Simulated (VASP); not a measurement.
A convergence study with VASP on Sc (hcp): one setting is varied, all else stays as given below, so the limit is that of these other settings. Each run relaxes cell and ions from the cell shown.

```
Sc
1.0
    1.65500    -2.86654     0.00000
    1.65500     2.86654     0.00000
    0.00000     0.00000     5.27000
Sc
2
Direct
  0.33333   0.66667   0.25000
  0.66667   0.33333   0.75000
```

Level of theory: PBE GGA, VASP's PBE PAW potentials (set 64) (plane waves; VASP 6.6.1). The tightest run used: 550 eV cut-off, 17×17×10 Γ-centred mesh, first-order Methfessel-Paxton smearing of 0.10 eV, potentials Sc_sv.

| setting | relaxed volume (Å³/atom) | E (eV/atom) | irreducible k-points |
|---|---|---|---|
| 2×2×1 mesh | 19.992 | -6.7580 | 2 |
| 3×3×2 mesh | 24.473 | -6.1753 | 6 |
| 4×4×2 mesh | 24.877 | -6.2550 | 8 |
| 5×5×3 mesh | 24.720 | -6.2287 | 10 |
| 6×6×3 mesh | 24.512 | -6.2421 | 14 |

Question: These are the cheaper rows. Estimate the results at 17×17×10 mesh, and how far the last row shown lies from them.

Answer: 
```
quantity                  tightest run  last row shown is off by
------------------------  ------------  ------------------------
relaxed volume (Å³/atom)        24.649                    -0.137
E (eV/atom)                    -6.2492                    0.0071
```

Left out are rungs that failed or repeat a setting and relaxations that didn't move; long series are thinned to 24 rows.

The compound is Sc in the hcp structure.
